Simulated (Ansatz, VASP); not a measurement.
# Cross-check of SmCu5 between VASP and Ansatz

Aim: how closely do two programs agree when they are given the same cell, functional and k mesh?

Program: Ansatz 0.2.0. Level of theory: plane waves, with VASP 6.6.1 beside it; single point at PBEsol. Results are calculated unless marked as measured.

In doubt: a part-filled 4f shell, where there is one, can sit in one of many states, so energies may not be the lowest and differences between runs may mislead; derivatives with an open 4f shell can jump between states, which bears on forces and vibrations.

## (1) The structure

Symmetry: P6/mmm, No. 191, hexagonal system. Conventional cell: a = 5.074 Å, b = 5.074 Å, c = 4.099 Å, α = 90.00°, β = 90.00°, γ = 120.00°. Nearest to Sm lie 18 Cu at 2.93 to 3.26 Å. Cu has 8 Cu at 2.52 to 2.54 Å and 4 Sm at 3.26 Å nearest. Nearest to Cu lie 9 Cu at 2.52 to 2.93 Å and 3 Sm at 2.93 Å. Farther neighbours are not listed.

Structure file:

```cif
data_structure
_symmetry_space_group_name_H-M 'P6/mmm'
_symmetry_Int_Tables_number 191
_cell_length_a 5.0740
_cell_length_b 5.0740
_cell_length_c 4.0990
_cell_angle_alpha 90.000
_cell_angle_beta 90.000
_cell_angle_gamma 120.000
_cell_volume 91.39
loop_
_atom_site_label
_atom_site_type_symbol
_atom_site_symmetry_multiplicity
_atom_site_Wyckoff_symbol
_atom_site_fract_x
_atom_site_fract_y
_atom_site_fract_z
_atom_site_occupancy
Sm1 Sm 1 a 0.00000 0.00000 0.00000 1
Cu1 Cu 3 g 0.00000 0.50000 0.50000 1
Cu2 Cu 2 c 0.66667 0.33333 0.00000 1
```

## (2) VASP: single point, PBEsol

With cell and atoms fixed, the geometry can't cause a difference; cores, projectors, grids and the points listed under the comparison can.

Lines of VASP's logs that name or quote its potential files are left out, and so is its time.

The input, INCAR:

```
SYSTEM = SmCu5
PREC = Accurate
ENCUT = 410
EDIFF = 1E-06
NELM = 150
ISMEAR = 0
SIGMA = 0.05
LREAL = .FALSE.
ALGO = Normal
GGA = PS
NBANDS = 55
ISPIN = 2
MAGMOM = 5 -0.6 -0.6 -0.6 0.6 0.6
LASPH = .TRUE.
LMAXMIX = 6
AMIX = 0.2
BMIX = 1E-04
AMIX_MAG = 0.8
BMIX_MAG = 1E-04
LORBIT = 11
LWAVE = .FALSE.
LCHARG = .FALSE.
KPAR = 2
```

The input, POSCAR:

```
SmCu5
1.0
    5.0740000000      0.0000000000      0.0000000000
   -2.5370000000      4.3942128988      0.0000000000
    0.0000000000      0.0000000000      4.0990000000
Sm Cu
1 5
Direct
    0.0000000000      0.0000000000      0.0000000000
    0.0000000000      0.5000000000      0.5000000000
    0.5000000000      0.5000000000      0.5000000000
    0.5000000000      0.0000000000      0.5000000000
    0.6666666667      0.3333333333      0.0000000000
    0.3333333333      0.6666666667      0.0000000000
```

The input, KPOINTS:

```
Automatic mesh
0
Gamma
4 4 4
0 0 0
```

The projector-augmented-wave data sets are Sm and Cu (PBE family, release 64).

The run is started by

```console
> mpirun -np 2 vasp_std
```

Numbers of over 12 decimals in the logs are rounded to 6 here.

Output:

```text
[banner, memory and clock lines left out]
running    2 mpi-ranks, on    1 nodes
 distrk:  each k-point on    1 cores,    2 groups
 distr:  one band on    1 cores,    1 groups

 POSCAR found type information on POSCAR SmCu
 POSCAR found :  2 types and       6 ions
|                                                                             |
|               ----> ADVICE to this user running VASP <----                  |
|                                                                             |
|     You enforced a specific xc type in the INCAR file but a different       |
|     [... a line on the potential file left out ...]
|     I HOPE YOU KNOW WHAT YOU ARE DOING!                                     |
|                                                                             |

 LDA part: xc-table for (Slater+PW92), standard interpolation
 POSCAR, INCAR and KPOINTS ok, starting setup
 FFT: planning ... GRIDC
 FFT: planning ... GRID_SOFT
 FFT: planning ... GRID
 WAVECAR not read
 entering main loop
       N       E                     dE             d eps       ncg     rms          rms(c)
DAV:   1     0.548362371172E+03    0.54836E+03   -0.22621E+04  3582   0.371E+03
DAV:   2     0.985032279034E+02   -0.44986E+03   -0.40544E+03  2925   0.468E+02
DAV:   3    -0.221779930343E+02   -0.12068E+03   -0.10765E+03  2926   0.212E+02
DAV:   4    -0.365451737171E+02   -0.14367E+02   -0.13481E+02  3588   0.847E+01
DAV:   5    -0.394741268240E+02   -0.29290E+01   -0.28954E+01  5095   0.278E+01    0.660E+01
DAV:   6    -0.678220885237E+02   -0.28348E+02   -0.77755E+01  4216   0.436E+02    0.774E+01
DAV:   7    -0.328286199104E+02    0.34993E+02   -0.17427E+01  3880   0.519E+01    0.349E+01
DAV:   8    -0.318479301709E+02    0.98069E+00   -0.45528E+00  4270   0.316E+01    0.147E+01
DAV:   9    -0.318352972079E+02    0.12633E-01   -0.10807E+00  3904   0.115E+01    0.141E+01
DAV:  10    -0.318294446455E+02    0.58526E-02   -0.29080E-01  4909   0.849E+00    0.104E+01
DAV:  11    -0.317743755403E+02    0.55069E-01   -0.78310E-02  4128   0.922E+00    0.743E+00
DAV:  12    -0.318339966329E+02   -0.59621E-01   -0.44017E-01  4146   0.329E+00    0.400E+00
DAV:  13    -0.318333877608E+02    0.60887E-03   -0.15642E-02  4629   0.163E+00    0.399E+00
DAV:  14    -0.318199326632E+02    0.13455E-01   -0.79912E-03  4494   0.115E+00    0.329E+00
DAV:  15    -0.317936362931E+02    0.26296E-01   -0.25634E-01  4133   0.466E+00    0.229E+00
DAV:  16    -0.318036091280E+02   -0.99728E-02   -0.53697E-02  4205   0.323E+00    0.166E+00
DAV:  17    -0.318012170831E+02    0.23920E-02   -0.14438E-02  4363   0.111E+00    0.698E-01
DAV:  18    -0.318014241013E+02   -0.20702E-03   -0.12575E-03  4531   0.412E-01    0.430E-01
DAV:  19    -0.318016460060E+02   -0.22190E-03   -0.59798E-04  4644   0.317E-01    0.157E-01
DAV:  20    -0.318016481948E+02   -0.21888E-05   -0.67167E-05  4750   0.114E-01    0.776E-02
DAV:  21    -0.318016546845E+02   -0.64897E-05   -0.10419E-04  4849   0.117E-01    0.104E-01
DAV:  22    -0.318016401300E+02    0.14554E-04   -0.53635E-05  4147   0.740E-02    0.257E-02
DAV:  23    -0.318016430249E+02   -0.28949E-05   -0.36518E-06  3259   0.154E-02    0.245E-02
DAV:  24    -0.318016431437E+02   -0.11876E-06   -0.15628E-06  2057   0.169E-02
   1 F= -.31801643E+02 E0= -.31795227E+02  d E =-.128319E-01  mag=     6.2901
```

From OUTCAR (step 2):

```text
ion  position               nearest neighbor table
   1  0.000  0.000  0.000-   5 2.93   6 2.93   6 2.93   5 2.93   5 2.93   6 2.93
   2  0.000  0.500  0.500-   5 2.52   6 2.52   5 2.52   6 2.52   4 2.54   4 2.54   3 2.54   3 2.54

  LATTYP: Found a hexagonal cell.
 ALAT       =     5.0740000000
 C/A-ratio  =     0.8078439101

 Subroutine GETGRP returns: Found 24 space group operations
 (whereof 24 operations were pure point group operations)

The static configuration has the point symmetry D_6h.

 Found     12 irreducible k-points:

   k-points           NKPTS =     12   k-points in BZ     NKDIM =     12   number of bands    NBANDS=     55

   dimension x,y,z NGX =    36 NGY =   36 NGZ =   28
   dimension x,y,z NGXF=    72 NGYF=   72 NGZF=   56

   ENCUT  =  410.0 eV  30.13 Ry    5.49 a.u.   8.38  8.38  6.77*2*pi/ulx,y,z

   NELECT =      71.0000    total number of electrons

 k-points in reciprocal lattice and weights: Automatic mesh
   0.00000000  0.00000000  0.00000000       0.016
   0.25000000 -0.00000000  0.00000000       0.094
   0.50000000 -0.00000000  0.00000000       0.047
   0.25000000  0.25000000  0.00000000       0.094
   0.00000000  0.00000000  0.25000000       0.031
   0.25000000 -0.00000000  0.25000000       0.188
   0.50000000 -0.00000000  0.25000000       0.094
   0.25000000  0.25000000  0.25000000       0.188
   0.00000000  0.00000000  0.50000000       0.016
   0.25000000 -0.00000000  0.50000000       0.094
   0.50000000 -0.00000000  0.50000000       0.047
   0.25000000  0.25000000  0.50000000       0.094

 average (electrostatic) potential at core
       1 -38.0243       2 -65.2578       3 -65.2578       4 -65.2578       5 -65.2895
       6 -65.2895

 E-fermi :   5.9185

 spin component 1
 k-point     1 :       0.0000    0.0000    0.0000
  band No.  band energies     occupation
    ...
     35       5.7516      1.00000
     36       5.7516      1.00000
     37       5.8375      0.98898
     38       5.8375      0.98897
     39       5.8981      0.71816
     40       6.2202      0.00000
     41       6.7361      0.00000
     42       6.8071      0.00000
     43       7.7146      0.00000
     44       7.7146      0.00000
    ...

 k-point     2 :       0.2500   -0.0000    0.0000
  band No.  band energies     occupation
    ...
     34       5.6564      1.00000
     35       5.6955      1.00000
     36       5.7403      1.00000
     37       5.7621      1.00000
     38       5.8267      0.99528
     39       6.0117      0.00420
     40       6.0312      0.00072
     41       6.7582      0.00000
     42       7.6237      0.00000
     43       7.9904      0.00000
    ...

 k-point     3 :       0.5000   -0.0000    0.0000
  band No.  band energies     occupation
    ...
     35       5.7029      1.00000
     36       5.7301      1.00000
     37       5.7764      0.99997
     38       5.8350      0.99088
     39       5.8753      0.88904
     40       6.1739      0.00000
     41       6.8721      0.00000
     42       7.6600      0.00000
     43       8.1687      0.00000
     44       9.3590      0.00000
    ...

 k-point     4 :       0.2500    0.2500    0.0000
  band No.  band energies     occupation
    ...
     35       5.7343      1.00000
     36       5.7544      1.00000
     37       5.8420      0.98473
     38       5.8540      0.96597
     39       5.9084      0.61187
     40       6.7073      0.00000
     41       7.1297      0.00000
     42       7.7504      0.00000
     43       8.0184      0.00000
     44       8.5273      0.00000
    ...

 k-point     5 :       0.0000    0.0000    0.2500
  band No.  band energies     occupation
    ...
     36       5.7493      1.00000
     37       5.7493      1.00000
     38       5.7867      0.99990
     39       5.7867      0.99990
     40       5.9107      0.58668
     41       6.1255      0.00000
     42       6.7399      0.00000
     43       6.7399      0.00000
     44       8.6010      0.00000
     45      11.3321      0.00000
    ...

 k-point     6 :       0.2500   -0.0000    0.2500
  band No.  band energies     occupation
    ...
     35       5.6810      1.00000
     36       5.7115      1.00000
     37       5.7474      1.00000
     38       5.8158      0.99815
     39       5.8392      0.98754
     40       6.0410      0.00026
     41       6.2313      0.00000
     42       7.1761      0.00000
     43       7.3986      0.00000
     44       9.1853      0.00000
    ...

  Total       -2.2286971     -2.2286971     -2.3640032      0.0000000      0.0000000      0.0000000
  in kB      -39.0707858    -39.0707858    -41.4428074      0.0000000      0.0000000      0.0000000
  external PRESSURE =     -39.8614597 kB  Pullay stress =       0.0000000 kB

  energy-cutoff  :      410.00
  volume of cell :       91.39
      direct lattice vectors                 reciprocal lattice vectors
     5.074000000  0.000000000  0.000000000     0.197083169  0.113786021  0.000000000
    -2.537000000  4.394212899  0.000000000     0.000000000  0.227572041  0.000000000
     0.000000000  0.000000000  4.099000000     0.000000000  0.000000000  0.243961942

 POSITION                                       TOTAL-FORCE (eV/Angst)
 -----------------------------------------------------------------------------------
      0.00000      0.00000      0.00000        -0.000000      0.000000      0.000000
     -1.26850      2.19711      2.04950        -0.000000      0.000000      0.000000
      1.26850      2.19711      2.04950        -0.000000      0.000000      0.000000
      2.53700      0.00000      2.04950        -0.000000      0.000000      0.000000
      2.53700      1.46474      0.00000        -0.000000      0.000000     -0.000000
     -0.00000      2.92948      0.00000         0.000000      0.000000      0.000000
 -----------------------------------------------------------------------------------
    total drift:                                0.000000      0.000000      0.000000

  FREE ENERGIE OF THE ION-ELECTRON SYSTEM (eV)
  ---------------------------------------------------
  free  energy   TOTEN  =       -31.8016431437 eV

  energy  without entropy=      -31.7888112061  energy(sigma->0) =      -31.79522717

 total charge
# of ion       s       p       d       f       tot
--------------------------------------------------
    1        2.041   5.627   0.442   5.465  13.575
    2        0.478   0.365   9.145   0.000   9.987
    3        0.478   0.365   9.145   0.000   9.987
    4        0.478   0.365   9.145   0.000   9.987
    5        0.511   0.354   9.144   0.000  10.010
    6        0.511   0.354   9.144   0.000  10.010
--------------------------------------------------
tot          4.497   7.431  46.164   5.465  63.557

 magnetization (x)
# of ion       s       p       d       f       tot
--------------------------------------------------
    1       -0.007  -0.065   0.120   5.418   5.465
    2        0.006   0.017   0.039   0.000   0.062
    3        0.006   0.017   0.039   0.000   0.062
    4        0.006   0.017   0.039   0.000   0.062
    5       -0.001   0.030  -0.006   0.000   0.023
    6       -0.001   0.030  -0.006   0.000   0.023
--------------------------------------------------
tot          0.007   0.048   0.226   5.418   5.699

[... 6 further parts left out ...]
```

Without U or exact exchange the f electrons of Sm come out too delocalised, which can shrink the cell and pin f bands at the Fermi level.

[end of part 1 of 2]

[Lines on the potential files, build, host, timing and source positions are cut from VASP's logs without a mark.]

[Logs are printed without paths, hosts, clocks, repeated set-up lines and the standing remarks that a program may print on its own settings, such as how far it seeks lower states.]

[Hosts, paths, dates, database ids (printed as entryN), source tags and the programs' standing remarks are cut or masked in the printed files.]
